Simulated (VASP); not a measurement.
Here is the system:

```
CuF
1.0
    2.72820     0.00000     0.00000
    0.00000     2.72820     0.00000
    0.00000     0.00000     2.72820
Cu F
1 1
Direct
  0.00000   0.00000   0.00000
  0.50000   0.50000   0.50000
```

These are PBEsol GGA, VASP's PBE PAW potentials (set 64) (plane waves; VASP 6.6.1) values and carry that method's errors. Settings: 620 eV cut-off, 13×13×13 Γ-centred mesh, first-order Methfessel-Paxton smearing of 0.10 eV, potentials Cu F.

Energy and stress use the plane-wave basis of the starting cell.

### Question
The ions, cell shape and volume at an external pressure of 5.0 GPa are relaxed. Give the cell that the relaxation ends in.

### Answer

```
CuF
1.0
    2.69261     0.00000     0.00000
    0.00000     2.69261     0.00000
    0.00000     0.00000     2.69261
Cu F
1 1
Direct
  0.00000   0.00000   0.00000
  0.50000   0.50000   0.50000
```
Space group Pm-3m (221), at a tolerance of 0.03 Å.

### Question
How do energy and volume change from the first to the last step?

### Answer
The energy (σ→0) changes by +6.0 meV/atom and the volume by -3.9 %, in 3 ionic steps.

The structure was generated: CuF was put into the CsCl type type (Pm-3m), which need not be its known phase. This run relaxes it under an external pressure of 5 GPa. Symmetry was kept, so distortions that lower it aren't found.
